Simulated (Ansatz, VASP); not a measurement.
**Cross-check of SnSeS between VASP and Ansatz**

One calculation is typed for both programs; each brings its own data sets. How far apart do they land? The cell is taken from a series of runs on this material, whose earlier steps may have relaxed, scaled, displaced or heated it; both programs get it as it stands.

Calculated with Ansatz 0.2.0; plane waves, with VASP 6.6.1 beside it; single point at PBEsol and single point at PBEsol, spin-orbit coupling.

## 1. Starting point

The cell holds 3 atoms: 1 Sn, 1 S and 1 Se. Cell: a = 3.697 Å, b = 3.697 Å, c = 29.300 Å, α = 90.0°, β = 90.0°, γ = 120.0°. Vacuum lies along c.

Coordinates:

```
Sn S Se
1.0
     3.69696    0.00000    0.00000
    -1.84848    3.20166    0.00000
     0.00000    0.00000   29.30000
Sn S Se
1 1 1
Direct
  0.00000 0.00000 0.50261
  0.33333 0.66667 0.55239
  0.66667 0.33333 0.44761
```

## 2. VASP: single point, PBEsol

With cell and atoms fixed, the geometry can't cause a difference; cores, projectors, grids and the points listed under the comparison can.

Lines of VASP's logs that name or quote its potential files are left out, and so is its time.

INCAR reads:

```
SYSTEM = SnSeS
PREC = Accurate
ENCUT = 400
EDIFF = 1E-06
NELM = 120
ISMEAR = -1
SIGMA = 0.02
LREAL = .FALSE.
ALGO = Normal
GGA = PS
NBANDS = 19
LORBIT = 11
LWAVE = .FALSE.
LCHARG = .FALSE.
ISIF = 2
LDIPOL = .TRUE.
IDIPOL = 3
DIPOL = 0.5 0.5 0.501
LVHAR = .TRUE.
LASPH = .TRUE.
GGA_COMPAT = .FALSE.
EFERMI = MIDGAP
NELMDL = -8
KPAR = 2
```

POSCAR reads:

```
SnSeS
1.0
    3.6969576326      0.0000000000      0.0000000000
   -1.8484788163      3.2016592265      0.0000000000
    0.0000000000      0.0000000000     29.3000000000
Sn S Se
1 1 1
Direct
    0.0000000000      0.0000000000      0.5026077827
    0.3333333333      0.6666666667      0.5523910675
    0.6666666667      0.3333333333      0.4476089325
```

KPOINTS reads:

```
Automatic mesh
0
Gamma
6 6 1
0 0 0
```

The projector-augmented-wave data sets are Sn_d, S and Se (PBE family, release 64).

Started as:

```console
mpirun -np 2 vasp_std
```

Numbers of over 12 decimals in the logs are rounded to 6 here.

The log of the run:

```text
[banner, memory and clock lines left out]
running    2 mpi-ranks, on    1 nodes
 distrk:  each k-point on    1 cores,    2 groups
 distr:  one band on    1 cores,    1 groups

 POSCAR found type information on POSCAR SnS Se
 POSCAR found :  3 types and       3 ions
|                                                                             |
|               ----> ADVICE to this user running VASP <----                  |
|                                                                             |
|     You enforced a specific xc type in the INCAR file but a different       |
|     [... a line on the potential file left out ...]
|     I HOPE YOU KNOW WHAT YOU ARE DOING!                                     |
|                                                                             |

 LDA part: xc-table for (Slater+PW92), standard interpolation
 POSCAR, INCAR and KPOINTS ok, starting setup
 FFT: planning ... GRIDC
 FFT: planning ... GRID_SOFT
 FFT: planning ... GRID
 WAVECAR not read
 entering main loop
       N       E                     dE             d eps       ncg     rms          rms(c)
DAV:   1     0.169951030618E+03    0.16995E+03   -0.96401E+03   322   0.859E+02
DAV:   2     0.560663693019E+01   -0.16434E+03   -0.16097E+03   366   0.213E+02
DAV:   3    -0.134295367929E+02   -0.19036E+02   -0.18986E+02   342   0.859E+01
DAV:   4    -0.139072375847E+02   -0.47770E+00   -0.47701E+00   377   0.166E+01
DAV:   5    -0.139167241983E+02   -0.94866E-02   -0.94857E-02   395   0.218E+00
DAV:   6    -0.139171014350E+02   -0.37724E-03   -0.37723E-03   401   0.321E-01
DAV:   7    -0.139171048694E+02   -0.34344E-05   -0.34342E-05   411   0.322E-02
DAV:   8    -0.139171049890E+02   -0.11959E-06   -0.11982E-06   337   0.539E-03    0.684E+00
DAV:   9    -0.135665595154E+02    0.35055E+00   -0.75159E-01   411   0.965E+00    0.469E+00
DAV:  10    -0.135362402028E+02    0.30319E-01   -0.35739E-01   340   0.443E+00    0.691E-01
DAV:  11    -0.135270556463E+02    0.91846E-02   -0.56535E-02   350   0.240E+00    0.390E-01
DAV:  12    -0.135270764630E+02   -0.20817E-04   -0.62370E-03   309   0.465E-01    0.148E-01
DAV:  13    -0.135270148764E+02    0.61587E-04   -0.61523E-04   374   0.237E-01    0.702E-02
DAV:  14    -0.135270071181E+02    0.77583E-05   -0.73945E-05   361   0.588E-02    0.337E-02
[...]
DAV:  19    -0.135271464942E+02   -0.53072E-04   -0.31479E-06   256   0.806E-03    0.387E-03
DAV:  20    -0.135271577955E+02   -0.11301E-04   -0.41572E-07   307   0.323E-03    0.234E-03
DAV:  21    -0.135271726649E+02   -0.14869E-04   -0.22768E-07   279   0.281E-03    0.723E-04
DAV:  22    -0.135271793345E+02   -0.66695E-05   -0.26884E-07   290   0.148E-03    0.120E-03
DAV:  23    -0.135271832451E+02   -0.39106E-05   -0.78141E-08   283   0.192E-03    0.285E-04
DAV:  24    -0.135271845803E+02   -0.13352E-05   -0.14127E-08   259   0.575E-04    0.609E-04
DAV:  25    -0.135271859531E+02   -0.13728E-05   -0.21310E-08   274   0.417E-04    0.215E-04
DAV:  26    -0.135271864015E+02   -0.44845E-06   -0.44046E-09   243   0.314E-04
   1 F= -.13527186E+02 E0= -.13527186E+02  d E =-.464560E-10
```

OUTCAR, selected parts (step 2):

```text
ion  position               nearest neighbor table
   1  0.000  0.000  0.503-   2 2.59   2 2.59   2 2.59   3 2.67   3 2.67   3 2.67
   2  0.333  0.667  0.552-   1 2.59   1 2.59   1 2.59
   3  0.667  0.333  0.448-   1 2.67   1 2.67   1 2.67

  LATTYP: Found a hexagonal cell.
 ALAT       =     3.6969576326
 C/A-ratio  =     7.9254356992

 Subroutine GETGRP returns: Found  6 space group operations
 (whereof  6 operations were pure point group operations)

The static configuration has the point symmetry C_3v.

 Found      7 irreducible k-points:

   k-points           NKPTS =      7   k-points in BZ     NKDIM =      7   number of bands    NBANDS=     19

   dimension x,y,z NGX =    24 NGY =   24 NGZ =  192
   dimension x,y,z NGXF=    48 NGYF=   48 NGZF=  384

   ENCUT  =  400.0 eV  29.40 Ry    5.42 a.u.   6.03  6.03 47.78*2*pi/ulx,y,z

   NELECT =      26.0000    total number of electrons

 k-points in reciprocal lattice and weights: Automatic mesh
   0.00000000  0.00000000  0.00000000       0.028
   0.16666667  0.00000000  0.00000000       0.167
   0.33333333  0.00000000  0.00000000       0.167
   0.50000000  0.00000000  0.00000000       0.083
   0.16666667  0.16666667  0.00000000       0.167
   0.33333333  0.16666667  0.00000000       0.333
   0.33333333  0.33333333  0.00000000       0.056

 dipolmoment           0.000000      0.000000      0.018997 electrons x Angstroem

 average (electrostatic) potential at core
       1-110.3837       2 -94.7125       3 -61.0737

 E-fermi :  -3.4280

 k-point     1 :       0.0000    0.0000    0.0000
  band No.  band energies     occupation
    ...
      9      -5.2506      2.00000
     10      -4.8378      2.00000
     11      -4.8378      2.00000
     12      -3.8628      2.00000
     13      -3.8628      2.00000
     14      -2.0422      0.00000
     15      -0.6002      0.00000
     16       0.9583      0.00000
     17       0.9583      0.00000
     18       1.7582      0.00000
    ...

 k-point     2 :       0.1667    0.0000    0.0000
  band No.  band energies     occupation
    ...
      9      -6.3985      2.00000
     10      -5.3738      2.00000
     11      -5.2795      2.00000
     12      -5.0554      2.00000
     13      -3.9573      2.00000
     14      -1.4441      0.00000
     15       0.1698      0.00000
     16       1.2527      0.00000
     17       1.5501      0.00000
     18       2.1305      0.00000
    ...

 k-point     3 :       0.3333    0.0000    0.0000
  band No.  band energies     occupation
    ...
      9      -8.0501      2.00000
     10      -6.4018      2.00000
     11      -6.1429      2.00000
     12      -4.8342      2.00000
     13      -4.2258      2.00000
     14      -2.4407      0.00000
     15       0.4103      0.00000
     16       1.6030      0.00000
     17       2.1066      0.00000
     18       2.4914      0.00000
    ...

  Total        0.6088948      0.6088948      0.1384600     -0.0000000      0.0000000      0.0000000
  in kB        2.8129733      2.8129733      0.6396576     -0.0000000      0.0000000      0.0000000
  external PRESSURE =       2.0885348 kB  Pullay stress =       0.0000000 kB

  energy-cutoff  :      400.00
  volume of cell :      346.81
      direct lattice vectors                 reciprocal lattice vectors
     3.696957633  0.000000000  0.000000000     0.270492686  0.156169025  0.000000000
    -1.848478816  3.201659226  0.000000000     0.000000000  0.312338050  0.000000000
     0.000000000  0.000000000 29.300000000     0.000000000  0.000000000  0.034129693

 POSITION                                       TOTAL-FORCE (eV/Angst)
 -----------------------------------------------------------------------------------
      0.00000      0.00000     14.72641        -0.000000      0.000000      0.013497
     -0.00000      2.13444     16.18506         0.000000      0.000000      0.046960
      1.84848      1.06722     13.11494        -0.000000      0.000000     -0.060457
 -----------------------------------------------------------------------------------
    total drift:                               -0.000000     -0.000000     -0.000101

  FREE ENERGIE OF THE ION-ELECTRON SYSTEM (eV)
  ---------------------------------------------------
  free  energy   TOTEN  =       -13.5271864015 eV

  energy  without entropy=      -13.5271864015  energy(sigma->0) =      -13.52718640

 vacuum level on the upper side and lower side of the slab         2.348         2.058

 total charge
# of ion       s       p       d       tot
------------------------------------------
    1        1.034   1.058  10.132  12.225
    2        1.358   2.309   0.000   3.667
    3        1.484   2.328   0.029   3.842
--------------------------------------------------
tot          3.876   5.696  10.162  19.734

[... 3 further parts left out ...]
```

## 3. Ansatz: single point, PBEsol

Ansatz runs on its PAW soft_1 files.

The same cell, functional, mesh and smearing now go to Ansatz, which takes its cutoff from its data sets.

input.yaml reads:

```yaml
crystal:
  lattice:
    - [3.6969576326, 0.0, 0.0]
    - [-1.8484788163, 3.2016592265, 0.0]
    - [0.0, 0.0, 29.3]
  atoms:
    - { symbol: Sn, position: [0.0, 0.0, 0.5026077827] }
    - { symbol: S, position: [0.3333333333, 0.6666666667, 0.5523910675] }
    - { symbol: Se, position: [0.6666666667, 0.3333333333, 0.4476089325] }
  periodic: [true, true, false]
kpoints:
  mp_grid: { grid: [6, 6, 1] }
  band_path:
    path:
      - [0, 0, 0]
      - [0.5, 0, 0]
      - [0.3333333333333, 0.3333333333333, 0]
      - [0, 0, 0]
    npoints: 10
hamiltonian:
  xc: pbesol
  pseudopotentials: { kind: paw, azcp: { folder: soft_1 }, xc_functional: pbe }
scf:
  occupations: { method: fermi_dirac, width: 0.02 }
  n_extra_bands: 5
output:
  eigenvalues: true
  write_density: true
  write_potential: true
  elf: true
  volumetric_format: npy
```

Started as:

```console
ansatz run input.yaml --threads 4 --pin off --max-ram 17510MiB --backend cpu --events-out ev --progress --plain --runs-dir out
```

The log of the run:

```text
scf.n_extra_bands = 5 over 18 filled bands (N_el = 36.0): the run solves 23 bands
Engine: ansatz 0.2.0, aarch64-unknown-linux-gnu
Pseudopotentials: kind: paw
Pseudopotential: Sn, paw, valence charge 14, recommended cutoff 420 eV (normal), soft_1/Sn.paw.azcp
Pseudopotential: S, paw, valence charge 6, recommended cutoff 420 eV (normal), soft_1/S.paw.azcp
Pseudopotential: Se, paw, valence charge 16, recommended cutoff 420 eV (normal), soft_1/Se.paw.azcp
Functional definition: PBEsol
  exchange = pbesol_x
  correlation = pbesol_c
Crystal: 3 atoms, lattice volume = 346.806 Å³
Basis set: ecut = 420 eV, 6829 PW (Γ)
Bands: 23, of which v1, the nominal top of the filled ones, is band 18 counted from 1 (17 counted from 0)
Symmetry: 6 space group operations
Space group: P3m1 (ITA 156), of the structure as read, at distance tolerance 7.0e-5 Å
k-points: 7 of 36 (time reversal used)
Non-local potential: Sn, projectors of the file, l = 0: 2, l = 1: 2, l = 2: 2, l = 3: 1
Non-local potential: S, projectors of the file, l = 0: 2, l = 1: 2, l = 2: 1
Non-local potential: Se, projectors of the file, l = 0: 2, l = 1: 2, l = 2: 3, l = 3: 1
PAW form: soft (Blöchl's): semilocal exchange-correlation on the pseudo side does not see the compensation charge
PAW frozen core: Sn, regenerated for the run's functional, and the local potential with it (the file was generated under x = pbe(κ = 0.804, μ = 0.219515), c = pbe(β = 0.066725))
PAW frozen core: S, regenerated for the run's functional, and the local potential with it (the file was generated under x = pbe(κ = 0.804, μ = 0.219515), c = pbe(β = 0.066725))
PAW frozen core: Se, regenerated for the run's functional, and the local potential with it (the file was generated under x = pbe(κ = 0.804, μ = 0.219515), c = pbe(β = 0.066725))
PAW one-centre angular grid: Sn, 590 points (default); XC on 64 Gauss nodes
PAW one-centre angular grid: S, 110 points (default); XC on 64 Gauss nodes
PAW one-centre angular grid: Se, 590 points (default); XC on 64 Gauss nodes
Initial density: superposition of atomic densities (neutral atoms: chi_scale 0, normalization atom)
Initial wavefunctions: pseudopotential atomic-orbital guess
Functional: x = pbesol(κ = 0.804, μ = 0.123457), c = pbesol(β = 0.046)
SCF iter   1: F=—  HF=-12260.394043 eV  |F-HF|=—  |Δ(HF+E_count)|=         —  Δρ=1.57e-2  dr2=1.29e0  ethr=3.10e-3  ⟨swp⟩=17.4  Hψ=1447  notcnv=0
preconditioner: auto → none  [insulator: Δε(μ)=1.172 eV  Ē_g=15.852 eV  σ=0.020 eV  W_gap=1.00  n_scr=16 (ndim 8)  ℏωp=10.2 eV  f_vac=0.762  D(μ)=0.00/eV (n_scr^D=0)  ε∞_Penn≈1.4]
SCF iter   2: F=—  HF=-12260.118370 eV  |F-HF|=—  |Δ(HF+E_count)|=   2.76e-1  Δρ=8.18e-3  dr2=7.13e-1  ethr=3.10e-3  ⟨swp⟩=5.0  Hψ=431  notcnv=0  defer=7
SCF iter   3: F=—  HF=-12260.197579 eV  |F-HF|=—  |Δ(HF+E_count)|=   7.92e-2  Δρ=7.12e-3  dr2=1.74e0  ethr=1.98e-3  ⟨swp⟩=5.3  Hψ=317  notcnv=0  defer=7  recentre
SCF iter   4: F=—  HF=-12260.029788 eV  |F-HF|=—  |Δ(HF+E_count)|=   1.68e-1  Δρ=4.21e-3  dr2=1.88e-1  ethr=1.98e-3  ⟨swp⟩=4.4  Hψ=294  notcnv=0  defer=6
SCF iter   5: F=—  HF=-12260.008773 eV  |F-HF|=—  |Δ(HF+E_count)|=   2.10e-2  Δρ=1.78e-3  dr2=7.60e-3  ethr=5.23e-4  ⟨swp⟩=3.3  Hψ=261  notcnv=0  defer=6
SCF iter   6: F=—  HF=-12260.008027 eV  |F-HF|=—  |Δ(HF+E_count)|=   7.47e-4  Δρ=2.31e-4  dr2=2.30e-4  ethr=2.11e-5  ⟨swp⟩=3.4  Hψ=328  notcnv=0  defer=6
SCF iter   7: F=—  HF=-12260.008016 eV  |F-HF|=—  |Δ(HF+E_count)|=   1.07e-5  Δρ=8.22e-5  dr2=1.06e-5  ethr=6.40e-7  ⟨swp⟩=3.0  Hψ=288  notcnv=0  defer=6
SCF iter   8: F=—  HF=-12260.008006 eV  |F-HF|=—  |Δ(HF+E_count)|=   1.02e-5  Δρ=1.99e-5  dr2=2.45e-6  ethr=2.95e-8  ⟨swp⟩=3.1  Hψ=338  notcnv=0  defer=6
SCF iter   9: F=-12260.008005 eV  HF=-12260.008005 eV  |F-HF|=5.26e-9  |Δ(HF+E_count)|=   4.61e-7  Δρ=4.95e-6  dr2=5.33e-8  ethr=2.78e-10  ⟨swp⟩=13.4  Hψ=950  notcnv=0
SCF 1 converged in 9 iterations: F = -12260.008005 eV  dr2 = 5.33e-8
  greatest PAW one-centre occupation: 1.000 electrons in one spin orbital (limit 2), on the Se atom at site 2 (counted from 0), in its partial waves of l = 2
NSCF: frozen V_eff on 31 k-points
WARN: The output density's exchange-correlation potential varies sharply where the density is thin. Do not read a vacuum level from v_tot or v_xc, or from such a field of the output density. On a cell that repeats whose density bears no net charge and no dipole along the vacuum's axis use v_es (v_loc + v_h of the components); under efield.dipole_correction with no amplitude use v_es + v_field, which holds any externa [...]
SCF converged after 9 iterations
Free energy (F): -12260.008005 eV
Harris-Foulkes:  -12260.008005 eV  (|F-HF|=5.26e-9)
Internal energy: -12260.008005 eV  (E = F + TS)
E sigma→0 (E₀):  -12260.008005 eV
Fermi energy:    -5.645590 eV
--- Per-component energies (eV) ---
  E_band       = -980.390079
  E_kinetic    = 385.380316
  E_local      = -62340.086185  (includes V_loc(G=0)·N_el)
  E_nonlocal   = -170.927181
  E_hartree    = 30961.744364
  E_xc         = -296.535642
  E_vxc        = -252.460643  (∫ρ·V_xc dr)
  E_paw        = -6976.797232  (= ΣΔE_a)
  E_vpaw       = -525.779657  (= ΣTr[D̂ρ^β])
  E_aug_tail   = -0.000085  (compensation charges beyond the density's cutoff)
  E_ewald      = 26175.858400
  E_core_change = 1.355241  (= ΣΔE_core)
  E_smearing   = -0.000000  (= −TS)
  E_closure    = 0.000000  (closes the sum)
  Σ components = -12260.008005   (vs F -12260.008005, Δ=0.00e0)
--- Band table (eV; the first three rows and the last of 7) ---
  k-point 0: bands = [... 14 lower, -7.0471, -7.0471, -6.0781, -6.0781, -4.2634, -2.8130, -1.2580, -1.2580, ... 1 higher]
  k-point 1: bands = [... 14 lower, -7.5830, -7.4886, -7.2648, -6.1713, -3.6609, -2.0459, -0.9645 (-0.9646°), -0.6677, ... 1 higher]
  k-point 2: bands = [... 14 lower, -8.6083, -8.3515, -7.0431, -6.4390, -4.6533, -1.8075, -0.6120, -0.1124, ... 1 higher]
  k-point 6: bands = [... 14 lower, -9.9828, -9.7087, -7.2467, -7.0839, -4.0979, -0.7551, -0.6508, 0.7298, ... 1 higher]
  ° read free of the cell's end (the report's vacuum.weakly_bound_levels)
```

## 4. Comparison

Known differences besides the potentials themselves: Ansatz cuts the interaction across the vacuum, VASP repeats the sheet with a dipole correction; the data sets hold 36 valence electrons in Ansatz (on its PAW soft_1 files) and 26 in VASP; the cutoff is 420 eV in Ansatz and 400 eV in VASP; Ansatz makes its cores anew for this functional, VASP keeps those of its PBE data sets. Total energies have different zeros and are not compared.

The two programs side by side:

```tsv
quantity	Ansatz	VASP	difference
gap on the k mesh (eV)	0.872	0.870	+0.003
```

A gap on the mesh is an upper bound, since the band edges may lie between its points. With vacuum in the cell, a pressure given here is an average over mostly empty space and none of the material.

[end of part 1 of 2]

[Lines on the potential files, build, host, timing and source positions are cut from VASP's logs without a mark.]

[Logs are printed without paths, hosts, clocks, repeated set-up lines and the standing remarks that a program may print on its own settings, such as how far it seeks lower states.]

[Hosts, paths, dates, database ids (printed as entryN), source tags and the programs' standing remarks are cut or masked in the printed files.]
